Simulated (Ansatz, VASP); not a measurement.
# Cross-check of Ta2O5 between VASP and Ansatz, part 2 of 2

One calculation is typed for both programs; each brings its own data sets. How far apart do they land? The cell is taken from a series of runs on this material, whose earlier steps may have relaxed, scaled, displaced or heated it; both programs get it as it stands.

VASP 6.6.1 and Ansatz 0.2.0.

So far: Set-up; VASP: G0W0 gap, LDA.

### 3. Ansatz: G0W0 gap, LDA

Level of this step: Ansatz beside VASP: Kohn-Sham DFT, plane waves, LDA (Ansatz).

Ansatz runs on its PAW soft_1 files.

The same cell, functional (in two slightly different forms) and mesh now go to Ansatz, which takes its cutoff from its data sets.

input.yaml

```yaml
crystal:
  lattice:
    - [3.7261657735, 0.0, 0.0]
    - [0.0, 3.86271575, 0.0]
    - [-1.7643738802, 0.0, 6.5289594201]
  atoms:
    - { symbol: Ta, position: [0.6484818007, 0.0, 0.7889879678] }
    - { symbol: Ta, position: [0.3515181993, 0.0, 0.2110120322] }
    - { symbol: O, position: [0.6568770737, 0.5, 0.7939008234] }
    - { symbol: O, position: [0.3431229263, 0.5, 0.2060991766] }
    - { symbol: O, position: [0.1909724426, 0.0, 0.8752271999] }
    - { symbol: O, position: [0.8090275574, 0.0, 0.1247728001] }
    - { symbol: O, position: [0.5, 0.0, 0.5] }
kpoints:
  mp_grid: { grid: [4, 4, 2] }
hamiltonian:
  xc: lda
  pseudopotentials: { kind: paw, azcp: { folder: soft_1 }, xc_functional: pbe }
scf:
  occupations: { method: fixed }
gw:
  n_empty_bands: 364
  ecut_chi: 140
  qp_bands: [v2, c2]
  qp_kpoints: band_edges
  screening: { model: contour_deformation }
```

Command:

```sh
$ ansatz run input.yaml --threads 3 --pin off --max-ram 92160MiB --backend cuda --events-out ev --progress --plain --runs-dir out --devices 1 --max-vram 13GiB
```

Numbers of over 12 decimals in the logs are rounded to 6 here.

What it wrote:

```text
GPUs: using 1 of 1 available (devices: 1).
Engine: ansatz 0.2.0, x86_64-unknown-linux-gnu
Pseudopotentials: kind: paw
Pseudopotential: Ta, paw, valence charge 13, recommended cutoff 420 eV (normal), soft_1/Ta.paw.azcp
Pseudopotential: O, paw, valence charge 6, recommended cutoff 420 eV (normal), soft_1/O.paw.azcp
Functional definition: SPW92
  exchange = slater_x
  correlation = pw_c
device memory: the entry about to start is reckoned to put 1.3 GiB on a device that reports 32.0 GiB free (of which the cap on the GPU budget leaves the run 13.0 GiB)
GPU FFT provider: cuFFT
GPU libraries: cuBLAS 13.8.2, cuFFT 12.4.0, cuSOLVER 12.3.4
Crystal: 7 atoms, lattice volume = 93.972 Å³
Basis set: ecut = 420 eV, 1829 PW (Γ)
Bands: 35, of which v1, the nominal top of the filled ones, is band 28 counted from 1 (27 counted from 0)
Symmetry: 4 space group operations
Space group: P2/m (ITA 10), of the structure as read, at distance tolerance 4.5e-5 Å
k-points: 18 of 32
Non-local potential: Ta, projectors of the file, l = 0: 3, l = 1: 2, l = 2: 2, l = 3: 1
Non-local potential: O, projectors of the file, l = 0: 2, l = 1: 2, l = 2: 1
PAW form: soft (Blöchl's): semilocal exchange-correlation on the pseudo side does not see the compensation charge
PAW frozen core: Ta, regenerated for the run's functional, and the local potential with it (the file was generated under x = pbe(κ = 0.804, μ = 0.219515), c = pbe(β = 0.066725))
PAW frozen core: O, regenerated for the run's functional, and the local potential with it (the file was generated under x = pbe(κ = 0.804, μ = 0.219515), c = pbe(β = 0.066725))
PAW one-centre angular grid: Ta, 590 points (default); XC on 64 Gauss nodes
PAW one-centre angular grid: O, 110 points (default); XC on 64 Gauss nodes
Initial density: superposition of atomic densities (chi_scale 0.1, normalization cell, long waves kept (reshape's long-wave potential 0.01 eV rms))
Initial wavefunctions: pseudopotential atomic-orbital guess
GPU buffer pool allocated for 32400 grid points (all kernels)
GPU transforms: local potential and band sums: pruned to the plane-wave sphere, on 25×25×45
Functional: x = slater, c = lda
SCF iter   1: F=—  HF=-22151.430374 eV  |F-HF|=—  |Δ(HF+E_count)|=         —  Δρ=6.71e-2  dr2=3.76e0  ethr=3.10e-3  ⟨swp⟩=3.9  Hψ=2247  notcnv=0  defer=70
preconditioner: auto → Resta (q_TF=auto, 2.503 Å⁻¹)  ε∞=5.1  [insulator: Δε(μ)=2.684 eV  Ē_g=11.894 eV  n_scr=26 (ndim 8)  ℏωp=24.2 eV  f_vac=0.074  ε∞_Penn≈5.1]
SCF iter   2: F=—  HF=-22150.696799 eV  |F-HF|=—  |Δ(HF+E_count)|=   7.34e-1  Δρ=3.43e-2  dr2=7.76e-1  ethr=3.10e-3  ⟨swp⟩=2.0  Hψ=1130  notcnv=0  defer=60
SCF iter   3: F=—  HF=-22150.523093 eV  |F-HF|=—  |Δ(HF+E_count)|=   1.74e-1  Δρ=1.51e-2  dr2=2.54e-1  ethr=1.39e-3  ⟨swp⟩=2.1  Hψ=909  notcnv=0  defer=80
SCF iter   4: F=—  HF=-22150.456936 eV  |F-HF|=—  |Δ(HF+E_count)|=   6.62e-2  Δρ=4.29e-3  dr2=1.98e-2  ethr=4.54e-4  ⟨swp⟩=2.1  Hψ=992  notcnv=0  defer=88
SCF iter   5: F=—  HF=-22150.457388 eV  |F-HF|=—  |Δ(HF+E_count)|=   4.52e-4  Δρ=2.98e-3  dr2=8.28e-3  ethr=3.54e-5  ⟨swp⟩=2.0  Hψ=1031  notcnv=0  defer=85
SCF iter   6: F=—  HF=-22150.457012 eV  |F-HF|=—  |Δ(HF+E_count)|=   3.76e-4  Δρ=5.95e-4  dr2=5.09e-4  ethr=1.48e-5  ⟨swp⟩=2.0  Hψ=944  notcnv=0  defer=90
SCF iter   7: F=—  HF=-22150.457400 eV  |F-HF|=—  |Δ(HF+E_count)|=   3.88e-4  Δρ=3.30e-4  dr2=9.02e-5  ethr=9.09e-7  ⟨swp⟩=2.0  Hψ=929  notcnv=0  defer=51
SCF iter   8: F=—  HF=-22150.457408 eV  |F-HF|=—  |Δ(HF+E_count)|=   7.78e-6  Δρ=1.56e-4  dr2=2.05e-5  ethr=1.61e-7  ⟨swp⟩=2.0  Hψ=943  notcnv=0  defer=29
SCF iter   9: F=—  HF=-22150.457412 eV  |F-HF|=—  |Δ(HF+E_count)|=   4.34e-6  Δρ=4.63e-5  dr2=2.05e-6  ethr=3.66e-8  ⟨swp⟩=2.0  Hψ=851  notcnv=0  defer=29
SCF iter  10: F=-22150.457414 eV  HF=-22150.457413 eV  |F-HF|=4.41e-8  |Δ(HF+E_count)|=   1.43e-6  Δρ=7.24e-6  dr2=6.74e-8  ethr=1.79e-10  ⟨swp⟩=8.4  Hψ=2325  notcnv=0
SCF 1 converged in 10 iterations: F = -22150.457414 eV  dr2 = 6.74e-8
  greatest PAW one-centre occupation: 0.999 electrons in one spin orbital (limit 2), on the Ta atom at site 1 (counted from 0), in its partial waves of l = 0
device memory: the entry about to start is reckoned to put 1.8 GiB on a device that reports 31.9 GiB free (of which the cap on the GPU budget leaves the run 13.0 GiB)
NSCF: frozen V_eff on 18 k-points
the band table was solved once the SCF had ended and its energy, with any forces and stress, was formed, with the checks that follow a solve (2524 applications of the Hamiltonian). They found nothing against the state; the energy, forces and stress were not computed again (output.eigenvalues in the input reference)
device memory: the entry about to start is reckoned to put 4.5 GiB on a device that reports 32.2 GiB free (of which the cap on the GPU budget leaves the run 13.0 GiB)
NSCF: frozen V_eff on 18 k-points
G₀W₀ screening: q 1/18
[... further progress lines ...]
device memory: the entry about to start is reckoned to put 0.4 GiB on a device that reports 35.2 GiB free (of which the cap on the GPU budget leaves the run 13.0 GiB)
NSCF: frozen V_eff on 1 k-points
device memory: the entry about to start is reckoned to put 0.4 GiB on a device that reports 35.2 GiB free (of which the cap on the GPU budget leaves the run 13.0 GiB)
NSCF: frozen V_eff on 1 k-points
SCF converged after 10 iterations
Free energy (F): -22150.457414 eV
Harris-Foulkes:  -22150.457413 eV  (|F-HF|=4.41e-8)
Internal energy: -22150.457414 eV  (E = F + TS)
E sigma→0 (E₀):  -22150.457414 eV
Fermi energy:    7.056226 eV
--- Per-component energies (eV) ---
  E_band       = -547.608310
  E_kinetic    = 1614.371120
  E_local      = -4362.780140  (includes V_loc(G=0)·N_el)
  E_nonlocal   = 265.531566
  E_hartree    = 1644.435516
  E_xc         = -983.714537
  E_vxc        = -913.818064  (∫ρ·V_xc dr)
  E_paw        = -16876.647158  (= ΣΔE_a)
  E_vpaw       = -439.788092  (= ΣTr[D̂ρ^β])
  E_aug_tail   = 0.004182  (compensation charges beyond the density's cutoff)
  E_ewald      = -3452.660564
  E_core_change = 1.002601  (= ΣΔE_core)
  E_smearing   = -0.000000  (= −TS)
  E_closure    = 0.000000  (closes the sum)
  Σ components = -22150.457414   (vs F -22150.457414, Δ=0.00e0)
--- Band table (eV; the first three rows and the last of 18) ---
  k-point 0: bands = [... 24 lower, 6.1795, 6.2831, 6.4590, 6.4836, 9.3081, 9.6888, 9.8053, 11.5493, ... 3 higher]
  k-point 1: bands = [... 24 lower, 6.2056, 6.2276, 6.2568, 6.2907, 9.2671, 9.7337, 9.8929, 11.6811, ... 3 higher]
  k-point 2: bands = [... 24 lower, 5.1724, 5.4962, 5.6170, 6.3997, 10.9777, 11.3161, 11.3781, 12.0512, ... 3 higher]
  k-point 17: bands = [... 24 lower, 4.9049, 6.3835, 6.9059, 7.0562, 10.0823, 12.1253, 12.6299, 13.2227, ... 3 higher]
--- G₀W₀: contour deformation, 7 samples at zero and on the imaginary axis and 1 off it, 32 q-points, 364 empty bands' worth ---
  eigenvalues of the whole cell's RPA ε∞ on this k-mesh (on a slab, of 1 + 4πα/V) = 4.7544, 4.8215, 7.6183; static W/v taken at q = 0 is 0.178508
  gw.qp_kpoints: band_edges: 13 of 18 stored k-points solved, in 1 pass; an edge of the gap read off the rows below is read off those points alone
    valence top: of the k-points left out ik 9 came nearest to being solved in a further pass, in band 28 (counted from 1, as in the quasiparticle table): it holds the edge there only if its correction is more favourable than any solved in that band by at least 0.521 eV; those differ by 0.060 eV
    conduction bottom: of the k-points left out ik 15 came nearest to being solved in a further pass, in band 29 (counted from 1, as in the quasiparticle table): it holds the edge there only if its correction is more favourable than any solved in that band by at least 0.783 eV; those differ by 0.122 eV
    ik  band        ε_KS         Σx   Σc(E_QP)       V_xc       Z   E_QP_lin       E_QP  E_QP is
     0    27      6.4590   -27.8777     4.5856   -22.8459  0.7456     6.0096     6.0128  root
     0    28      6.4836   -25.5062     4.3926   -20.7256  0.7253     6.0929     6.0957  root
     0    29      9.3081   -13.2073    -4.6301   -18.9316  0.7963    10.4185    10.4022  root
     0    30      9.6888   -13.4278    -4.8108   -19.3684  0.7920    10.8374    10.8186  root
     1    27      6.2568   -27.7924     4.5149   -22.8172  0.7474     5.7930     5.7966  root
     1    28      6.2907   -24.9802     4.4265   -20.1384  0.7206     5.8720     5.8754  root
     1    29      9.2671   -13.1557    -4.6095   -18.8538  0.7968    10.3716    10.3557  root
     1    30      9.7337   -13.4832    -4.8407   -19.4608  0.7913    10.8898    10.8705  root
     3    27      5.8563   -25.1706     4.6383   -20.0861  0.7225     5.4060     5.4102  root
     3    28      6.5957   -25.7099     4.5911   -20.7024  0.7246     6.1760     6.1793  root
     3    29     11.0106   -14.8287    -4.5432   -20.5017  0.7683    12.1627    12.1403  root
     3    30     11.1671   -14.1944    -4.6810   -19.9967  0.7697    12.3116    12.2883  root
     4    27      5.2861   -26.6870     4.4113   -21.8134  0.7458     4.8202     4.8237  root
     4    28      6.7795   -25.9710     4.6369   -20.9278  0.7277     6.3704     6.3733  root
     4    29     11.9946   -14.2923    -5.2406   -20.7242  0.7600    13.2175    13.1858  root
     4    30     12.5550   -15.6840    -5.1589   -22.0466  0.7363    13.7957    13.7588  root
     5    27      5.6893   -24.9150     4.6671   -19.7815  0.7228     5.2181     5.2228  root
     5    28      6.7698   -25.9924     4.5811   -21.0122  0.7265     6.3679     6.3708  root
     5    29     11.6713   -13.8863    -5.3913   -20.4848  0.7653    12.9104    12.8785  root
     5    30     12.5235   -15.5477    -5.1303   -21.8764  0.7376    13.7582    13.7218  root
     6    27      6.1773   -27.7221     4.5009   -22.7536  0.7469     5.7061     5.7097  root
     6    28      6.3671   -25.2266     4.4709   -20.3411  0.7219     5.9491     5.9525  root
     6    29      9.6111   -13.4004    -4.7175   -19.2359  0.7927    10.7471    10.7290  root
     6    30     10.4165   -14.2862    -4.5704   -19.9762  0.7810    11.5561    11.5360  root
[...]
16    27      6.9144   -26.1333     4.6433   -21.1169  0.7299     6.5390     6.5414  root
    16    28      7.0257   -26.3160     4.6341   -21.3197  0.7297     6.6613     6.6635  root
    16    29     10.1348   -13.4559    -4.9428   -19.5957  0.7864    11.3553    11.3318  root
    16    30     12.0747   -15.1170    -5.3633   -21.7720  0.7518    13.4028    13.3664  root
    17    27      6.9059   -26.1013     4.6353   -21.0914  0.7301     6.5288     6.5312  root
    17    28      7.0562   -26.3489     4.6423   -21.3459  0.7296     6.6932     6.6955  root
    17    29     10.0823   -13.3612    -4.9527   -19.5092  0.7868    11.3010    11.2776  root
    17    30     12.1253   -15.1789    -5.3739   -21.8452  0.7509    13.4544    13.4177  root
```

The column dr2 measures how far the density is from self-consistency, as an energy; F and HF (Harris–Foulkes) agree once it is small.

### 4. Side by side

Known differences besides the potentials themselves: the two LDA forms differ slightly; fixed occupations in Ansatz, narrow Gaussian smearing in VASP; the cutoff is 420 eV in Ansatz and 440 eV in VASP; VASP's log shows a relativistic correction to its local exchange, Ansatz's none; Ansatz integrates over frequency by contour deformation, VASP on a grid of NOMEGA points; Ansatz's G0W0 levels solve the quasiparticle equation, VASP's are linearised. Total energies have different zeros and are not compared.

The two programs side by side:

| quantity | Ansatz | VASP | difference |
| --- | --- | --- | --- |
| G0W0 gap on the mesh (eV) | 3.66 | 3.70 | -0.04 |
| Kohn-Sham gap under it (eV) | 2.21 | 2.19 | +0.02 |

### 5. What came out

| Property | Result |
| --- | --- |
| difference in G0W0 gap on the mesh (G0W0 gap, LDA) | -0.040 eV |

**Reading.** The difference in G0W0 gap on the mesh is -0.040 eV (G0W0 gap, LDA). Such differences can come from data sets, numerical settings and the points named under the comparisons, not from the functional's error against experiment.

[Lines on the potential files, build, host, timing and source positions are cut from VASP's logs without a mark.]

[Logs are printed without paths, hosts, clocks, repeated set-up lines and the standing remarks that a program may print on its own settings, such as how far it seeks lower states.]

[Hosts, paths, dates, database ids (printed as entryN), source tags and the programs' standing remarks are cut or masked in the printed files.]
